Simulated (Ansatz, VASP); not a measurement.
# Cross-check of LaVO4 (LaVO4 (I4_1/amd)) between VASP and Ansatz

Aim: how closely do two programs agree when they are given the same cell, functional and k mesh? The structure shown is the end of the Ansatz relaxation below.

Calculated with Ansatz 0.2.0; plane waves, with VASP 6.6.1 beside it; single point at r2SCAN.

### 1. Set-up

It takes space group I4_1/amd (No. 141, tetragonal). Conventional cell: a = 7.468 Å, b = 7.468 Å, c = 6.543 Å, α = 90.00°, β = 90.00°, γ = 90.00°. Nearest to La lie 8 O at 2.47 to 2.55 Å. V has 4 O at 1.71 Å nearest. Nearest to O lie 1 V at 1.71 Å and 2 La at 2.47 to 2.55 Å. Farther neighbours and most contacts between anions are not listed.

### 2. Ansatz: relaxation, r2SCAN

Ansatz runs on its default PAW (the set named soft_2) files.

This run makes the geometry at which the two programs are then compared.

input.yaml

```yaml
crystal:
  lattice:
    - [-3.730974, 3.730974, 3.2759337]
    - [3.730974, -3.730974, 3.2759337]
    - [3.730974, 3.730974, -3.2759337]
  atoms:
    - { symbol: La, position: [0.0, 0.0, 0.0] }
    - { symbol: La, position: [0.75, 0.25, 0.5] }
    - { symbol: V, position: [0.25, 0.75, 0.5] }
    - { symbol: V, position: [0.5, 0.5, 0.0] }
    - { symbol: O, position: [0.51039817, 0.33273816, 0.17766] }
    - { symbol: O, position: [0.08273816, 0.40507816, 0.32234] }
    - { symbol: O, position: [0.08273816, 0.76039817, 0.67766] }
    - { symbol: O, position: [0.15507816, 0.33273816, 0.82234] }
    - { symbol: O, position: [0.66726184, 0.84492184, 0.17766] }
    - { symbol: O, position: [0.23960183, 0.91726184, 0.32234] }
    - { symbol: O, position: [0.59492184, 0.91726184, 0.67766] }
    - { symbol: O, position: [0.66726184, 0.48960183, 0.82234] }
basis:
  ecutwfc: 500
  xc_grid: 2
hamiltonian:
  xc: r2scan
kpoints:
  mp_grid: { grid: [6, 6, 6] }
scf:
  occupations: { method: fixed }
  max_iter: 100
relax:
  f_tol: 0.005
  max_steps: 60
  cell: {}
output:
  forces: true
  stress: true
checkpoint:
  write: "../cell.run"
  compress: false
  write_wavefunctions: false
  write_every: 100000
```

Command:

```sh
$ ansatz run input.yaml --threads 4 --pin off --max-ram 7536MiB --backend cpu --events-out ev --progress --plain --runs-dir out
```

Numbers of over 12 decimals in the logs are rounded to 6 here.

Log:

```text
Engine: ansatz 0.2.0, x86_64-unknown-linux-gnu
Pseudopotentials: kind: paw
Pseudopotential: La, paw, valence charge 11, recommended cutoff 500 eV (meta_gga), La.paw.azcp
Pseudopotential: V, paw, valence charge 13, recommended cutoff 500 eV (meta_gga), V.paw.azcp
Pseudopotential: O, paw, valence charge 6, recommended cutoff 500 eV (meta_gga), O.paw.azcp
Functional definition: r2SCAN
  parameter k0 = 0.174
  parameter k1 = 0.065
  parameter a1 = 4.9479
  exchange = r2scan_x(k0 = k0, k1 = k1, a1 = a1)
  correlation = r2scan_c
Crystal: 12 atoms, lattice volume = 182.406 Å³
Basis set: ecut = 500 eV, 4639 PW (Γ), exchange–correlation on 96×96×96 points (8 copies of the dense FFT grid, shifted against one another)
Bands: 60, of which v1, the nominal top of the filled ones, is band 48 counted from 1 (47 counted from 0)
Symmetry: 16 space group operations
Space group: I41/amd (ITA 141), of the structure as read, at distance tolerance 5.7e-5 Å
k-points: 30 of 216
Non-local potential: La, projectors of the file, l = 0: 3, l = 1: 2, l = 2: 2, l = 3: 3
Non-local potential: V, projectors of the file, l = 0: 3, l = 1: 2, l = 2: 3, l = 3: 1
Non-local potential: O, projectors of the file, l = 0: 2, l = 1: 2, l = 2: 1
PAW form: soft (Blöchl's): semilocal exchange-correlation on the pseudo side does not see the compensation charge
PAW frozen core: La, regenerated for the run's functional (the file was generated under x = pbe(κ = 0.804, μ = 0.219515), c = pbe(β = 0.066725))
PAW frozen core: V, regenerated for the run's functional (the file was generated under x = pbe(κ = 0.804, μ = 0.219515), c = pbe(β = 0.066725))
PAW frozen core: O, regenerated for the run's functional (the file was generated under x = pbe(κ = 0.804, μ = 0.219515), c = pbe(β = 0.066725))
PAW one-centre angular grid: La, 974 points (default); XC on 160 Gauss nodes
PAW one-centre angular grid: V, 590 points (default); XC on 160 Gauss nodes
PAW one-centre angular grid: O, 302 points (default); XC on 160 Gauss nodes
Initial density: superposition of atomic densities (neutral atoms: chi_scale 0, normalization atom), corrected by the library's trained network
Initial wavefunctions: pseudopotential atomic-orbital guess
Functional: x = r2scan, c = r2scan; τ floored in thin density (d = 2e-4 eV/Å³)
SCF iter   1: F=—  HF=-22930.666880 eV  |F-HF|=—  |Δ(HF+E_count)|=         —  Δρ=2.17e-2  dr2=1.03e0  dr2_τ=6.82e-1  ethr=1.77e-3  ⟨swp⟩=5.0  Hψ=6136  notcnv=0  defer=236
preconditioner: auto → Resta (q_TF=auto, 2.451 Å⁻¹)  ε∞=4.8  [insulator: Δε(μ)=3.779 eV  Ē_g=12.342 eV  n_scr=46 (ndim 8)  ℏωp=24.0 eV  f_vac=0.099  ε∞_Penn≈4.8]
SCF iter   2: F=—  HF=-22930.901677 eV  |F-HF|=—  |Δ(HF+E_count)|=   2.35e-1  Δρ=2.23e-2  dr2=1.01e0  dr2_τ=9.29e-2  ethr=1.07e-3  ⟨swp⟩=3.2  Hψ=3658  notcnv=0  defer=263
SCF iter   3: F=—  HF=-22930.782746 eV  |F-HF|=—  |Δ(HF+E_count)|=   1.19e-1  Δρ=4.26e-3  dr2=3.20e-2  dr2_τ=1.47e-3  ethr=1.05e-3  ⟨swp⟩=2.7  Hψ=2441  notcnv=0  defer=138
automatic band count: iteration 3 solves 56 bands in place of 60: the levels show a gap, and the empty bands left out lie too high to hold charge; the band table lists the bands solved (type scf.n_extra_bands for more)
SCF iter   4: F=—  HF=-22930.776869 eV  |F-HF|=—  |Δ(HF+E_count)|=   5.88e-3  Δρ=2.06e-3  dr2=8.51e-3  dr2_τ=3.90e-4  ethr=3.33e-5  ⟨swp⟩=3.2  Hψ=2933  notcnv=0  defer=180
SCF iter   5: F=—  HF=-22930.776117 eV  |F-HF|=—  |Δ(HF+E_count)|=   7.51e-4  Δρ=2.48e-4  dr2=1.58e-4  dr2_τ=1.43e-5  ethr=8.86e-6  ⟨swp⟩=2.4  Hψ=2363  notcnv=0  defer=180
SCF iter   6: F=—  HF=-22930.776124 eV  |F-HF|=—  |Δ(HF+E_count)|=   6.90e-6  Δρ=1.90e-4  dr2=8.98e-5  dr2_τ=1.97e-6  ethr=1.65e-7  ⟨swp⟩=2.1  Hψ=2481  notcnv=0  defer=180
SCF iter   7: F=—  HF=-22930.775960 eV  |F-HF|=—  |Δ(HF+E_count)|=   1.65e-4  Δρ=8.48e-5  dr2=1.65e-5  dr2_τ=5.20e-7  ethr=9.36e-8  ⟨swp⟩=1.5  Hψ=1711  notcnv=0  defer=116
SCF iter   8: F=—  HF=-22930.775958 eV  |F-HF|=—  |Δ(HF+E_count)|=   1.27e-6  Δρ=1.60e-5  dr2=5.37e-7  dr2_τ=3.00e-8  ethr=1.72e-8  ⟨swp⟩=2.4  Hψ=2641  notcnv=0  defer=116
SCF iter   9: F=-22930.775958 eV  HF=-22930.775958 eV  |F-HF|=6.45e-9  |Δ(HF+E_count)|=   7.35e-9  Δρ=2.33e-6  dr2=1.34e-8  dr2_τ=2.88e-10  ethr=1.04e-10  ⟨swp⟩=4.0  Hψ=5866  notcnv=0
SCF 1 converged in 9 iterations: F = -22930.775958 eV  dr2 = 1.34e-8
  greatest PAW one-centre occupation: 1.000 electrons in one spin orbital (limit 2), on the V atom at site 3 (counted from 0), in its partial waves of l = 0
relax step   1: F+E_penalty+E_count = -22930.77595830 eV  Δ(F+E_penalty+E_count) = +0.000e0 eV  max|allowed force component| = 2.942e-1 eV/Å  Δτ_max = 0.0000 Å  P = -0.950 GPa  Ω = 182.406 Å³  (9 SCF iters, dr2 threshold 1.00e-7 eV, accepted)
[...]
relax step   3: F+E_penalty+E_count = -22930.78983192 eV  Δ(F+E_penalty+E_count) = -6.804e-3 eV  max|allowed force component| = 1.423e-2 eV/Å  Δτ_max = 0.0023 Å  P = -0.166 GPa  Ω = 182.628 Å³  energy of the carried Pulay correction = -1.202e-4 eV  (7 SCF iters, dr2 threshold 1.20e-6 eV, accepted)
[...]
relax step   4: F+E_penalty+E_count = -22930.79004312 eV  Δ(F+E_penalty+E_count) = -2.112e-4 eV  max|allowed force component| = 1.510e-3 eV/Å  Δτ_max = 0.0000 Å  P = -0.003 GPa  Ω = 182.434 Å³  energy of the carried Pulay correction = -1.527e-5 eV  (6 SCF iters, dr2 threshold 7.22e-8 eV, accepted)
[...]
relax step   5: F+E_penalty+E_count = -22930.79007233 eV  Δ(F+E_penalty+E_count) = -2.921e-5 eV  max|allowed force component| = 1.545e-3 eV/Å  Δτ_max = 0.0000 Å  P = -0.002 GPa  Ω = 182.434 Å³  stress off target by 1.38e-2 GPa  SCF on the basis re-selected at this cell (its energy is not comparable with the rows above)  (6 SCF iters)
basis re-selected at this cell: Δ(F+E_penalty+E_count) = -2.921e-5 eV, ΔP = +0.001 GPa vs the last step (what re-selecting the basis moved, of the pressure what is left beyond the Pulay correction that the steps carried, after the strain that the cell walked since its last selection, with what the two solves' SCF thresholds leave and, on support functions, any second-order correction that the steps lacked; it is no m [...]
SCF converged after 6 iterations
Free energy (F): -22930.790072 eV
Harris-Foulkes:  -22930.790072 eV  (|F-HF|=1.46e-11)
Internal energy: -22930.790072 eV  (E = F + TS)
E sigma→0 (E₀):  -22930.790072 eV
Fermi energy:    5.482544 eV
--- Per-component energies (eV) ---
  E_band       = -845.269442
  E_kinetic    = 2463.713102
  E_local      = -7399.182258  (includes V_loc(G=0)·N_el)
  E_nonlocal   = 464.550877
  E_hartree    = 2943.556584
  E_xc         = -1106.056701
  E_vxc        = -1539.201783  (∫ρ·V_xc dr)
  E_paw        = -14390.980989  (= ΣΔE_a)
  E_vpaw       = -819.830904  (= ΣTr[D̂ρ^β])
  E_aug_tail   = 0.008200  (compensation charges beyond the density's cutoff)
  E_vtau       = 97.560097  (kinetic-family band-sum trace: ∫τ·v_τ [+ j·A + Jᵃ·Aᵃ] dr)
  E_ewald      = -5905.748822
  E_core_change = -0.650064  (= ΣΔE_core)
  E_smearing   = -0.000000  (= −TS)
  E_closure    = 0.000000  (closes the sum)
  Σ components = -22930.790072   (vs F -22930.790072, Δ=0.00e0)
--- Forces (eV/Å), atoms counted from 1 ---
  atom   1  La     0.00000000    -0.00000000     0.00000000
  atom   2  La     0.00000000    -0.00000000     0.00000000
  atom   3  V      0.00000000     0.00000000     0.00000000
  atom   4  V      0.00000000    -0.00000000     0.00000000
  atom   5  O     -0.00000000     0.00040246     0.00154477
  atom   6  O     -0.00040246     0.00000000     0.00154477
  atom   7  O      0.00040246     0.00000000     0.00154477
  atom   8  O     -0.00000000    -0.00040246     0.00154477
  atom   9  O      0.00040246    -0.00000000    -0.00154477
  atom  10  O      0.00000000    -0.00040246    -0.00154477
  atom  11  O      0.00000000     0.00040246    -0.00154477
  atom  12  O     -0.00040246     0.00000000    -0.00154477
  max |Σ_I F_I| component: 4.15e-18 eV/Å
--- Stress (GPa, compression-positive) ---
       -0.010470       0.000000       0.000000
        0.000000      -0.010470       0.000000
        0.000000       0.000000       0.013762
  P = ⅓ Tr σ = -0.0024 GPa (-0.024 kbar)
--- Relaxed structure (4 steps of the walk, 4 accepted, 1 SCFs on fresh bases) ---
  F+E_penalty+E_count = -22930.79007233 eV   max|allowed force component| = 1.545e-3 eV/Å   (the final SCF, on the basis selected at the relaxed cell)
  cell:  # Å, volume = 182.4343 Å³
    - [-3.733902, 3.733902, 3.271302]
    - [3.733902, -3.733902, 3.271302]
    - [3.733902, 3.733902, -3.271302]
  atoms:
    - { symbol: La, position: [0, 0, 0] }
    - { symbol: La, position: [0.75, 0.250000, 0.5] }
    - { symbol: V, position: [0.250000, 0.75, 0.5] }
    - { symbol: V, position: [0.500000, 0.500000, 0] }
    - { symbol: O, position: [0.510702, 0.333789, 0.176914] }
    - { symbol: O, position: [0.083789, 0.406875, 0.323086] }
    - { symbol: O, position: [0.083789, 0.760702, 0.676914] }
    - { symbol: O, position: [0.156875, 0.333789, 0.823086] }
    - { symbol: O, position: [0.666211, 0.843125, 0.176914] }
    - { symbol: O, position: [0.239298, 0.916211, 0.323086] }
    - { symbol: O, position: [0.593125, 0.916211, 0.676914] }
    - { symbol: O, position: [0.666211, 0.489298, 0.823086] }
```

Reading the cycles: dr2 is the Hartree energy of the density residual (eV), the measure of convergence; HF is the Harris–Foulkes estimate of the energy, which meets the free energy F at convergence.

[end of part 1 of 2]

[Lines on the potential files, build, host, timing and source positions are cut from VASP's logs without a mark.]

[Logs are printed without paths, hosts, clocks, repeated set-up lines and the standing remarks that a program may print on its own settings, such as how far it seeks lower states.]

[Hosts, paths, dates, database ids (printed as entryN), source tags and the programs' standing remarks are cut or masked in the printed files.]
